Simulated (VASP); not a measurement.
Consider the following.

```
CELL_PARAMETERS angstrom
      6.43532    -1.91006     0.01085
      6.43532     1.91006     0.01085
     -0.05150     0.00000     3.94977
ATOMIC_POSITIONS crystal
  Nb 0.85343 0.85343 0.93834
  Nb 0.14657 0.14657 0.06166
  O  0.85105 0.85105 0.48542
  O  0.14895 0.14895 0.51458
  O  0.00000 0.00000 0.00000
  O  0.68483 0.68483 0.00514
  O  0.31517 0.31517 0.99486
```

The numbers are results of PBEsol GGA, VASP's PBE PAW potentials (set 64) (plane waves; VASP), not measurements. Run with 520 eV cut-off, Gaussian smearing of 0.050 eV, potentials Nb_sv O.

Problem. Give the energies of bands 19 to 32 at the high-symmetry points, in eV from the valence-band maximum.

Solution. 
| band | Γ | C | Y2 | M2 | D | A | V2 |
|---|---|---|---|---|---|---|---|
| 19 | -2.36 | -2.96 | -2.49 | -3.76 | -4.49 | -4.03 | -2.93 |
| 20 | -2.11 | -2.62 | -2.24 | -3.06 | -4.47 | -3.07 | -2.90 |
| 21 | -1.94 | -2.35 | -2.17 | -2.62 | -3.63 | -2.74 | -2.46 |
| 22 | -1.77 | -2.15 | -1.66 | -2.53 | -3.55 | -2.27 | -1.94 |
| 23 | -1.50 | -1.81 | -1.40 | -2.42 | -2.46 | -2.22 | -1.90 |
| 24 | -1.43 | -1.72 | -1.31 | -1.73 | -2.41 | -2.14 | -1.54 |
| 25 | -1.16 | -1.17 | -1.24 | -1.60 | -1.89 | -1.90 | -1.19 |
| 26 | -0.99 | -1.03 | -1.17 | -1.56 | -0.44 | -1.39 | -1.05 |
| 27 | -0.95 | -1.00 | -0.97 | -1.11 | -0.12 | -1.23 | -1.00 |
| 28 | -0.68 | -0.92 | -0.80 | -0.15 | -0.05 | -0.20 | -0.91 |
| 29 | 2.39 | 2.60 | 2.12 | 3.39 | 2.93 | 3.64 | 2.50 |
| 30 | 2.63 | 2.85 | 2.74 | 4.69 | 4.32 | 4.66 | 2.89 |
| 31 | 2.98 | 3.89 | 2.92 | 4.85 | 4.88 | 5.02 | 3.79 |
| 32 | 4.32 | 3.91 | 4.07 | 5.19 | 5.41 | 5.40 | 4.22 |

The gap is indirect, 2.12 eV, from the valence maximum at L2 to the conduction minimum at Y2.

The structure comes from a computed database's Nb2O5 entry (C2/m); how it stands against other phases isn't given here. It was relaxed first.
